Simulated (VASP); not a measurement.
Here is the system:

```yaml
crystal:
  lattice:
    - [3.52376, 0.00000, 0.00000]
    - [0.00000, 3.52376, 0.00000]
    - [0.00000, 0.00000, 3.52376]
  atoms:
    - { symbol: Al, position: [0.00000, 0.00000, 0.00000] }
    - { symbol: Ni, position: [0.00000, 0.50000, 0.50000], spin: 0.3 }
    - { symbol: Ni, position: [0.50000, 0.00000, 0.50000], spin: 0.3 }
    - { symbol: Ni, position: [0.50000, 0.50000, 0.00000], spin: 0.3 }
```

These are PBE GGA with D3 dispersion (Becke-Johnson damping), VASP's PBE PAW potentials (set 64) (plane waves; VASP) values and carry that method's errors. Numerical set-up: 520 eV cut-off, 10×10×10 Γ-centred mesh, tetrahedra with Blöchl corrections, potentials Al Ni.

**Question.** Estimate the cell moment, energy per atom (σ→0), band gap (on the k-mesh) with the smallest direct gap where there is one.

**Answer.** 
The band gap (on the k-mesh) is none (metal, semimetal or under 0.01 eV), the cell moment is 0.70 μB and the energy per atom (σ→0) is -5.938 eV/atom.

**Question.** Give the moment on each site (PAW-sphere projection).

**Answer.** 
```
site  moment (μB)
----  -----------
Al1         -0.01
Ni2          0.25
Ni3          0.25
Ni4          0.25
```

Total energies compare only between runs with the same potentials, cut-off and functional.

The compound is Ni3Al in the L1_2 structure. It was relaxed first.
